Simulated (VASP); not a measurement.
Consider the following.

```
P
1.0
    4.39792     0.00000     0.00000
    0.00000     3.29683     0.00000
    0.00000     0.00000    18.13346
P
4
Direct
  0.58148   0.00000   0.55828
  0.91852   0.50000   0.55828
  0.41852   0.00000   0.44172
  0.08148   0.50000   0.44172
```

Method: PBEsol GGA, VASP's PBE PAW potentials (set 64) (plane waves; VASP). Settings: 400 eV cut-off, 12×15×1 Γ-centred mesh, Gaussian smearing of 0.010 eV, potentials P.

The cell holds a wide vacuum, so values per volume refer to the whole cell.

Problem. Predict the energy per atom (σ→0).

Solution. 
```
Property                       Result
---------------------  --------------
energy per atom (σ→0)  -5.711 eV/atom
```

Total energies compare only between runs with the same potentials, cut-off and functional.

The cell is a sheet with vacuum, built from a generated structure.
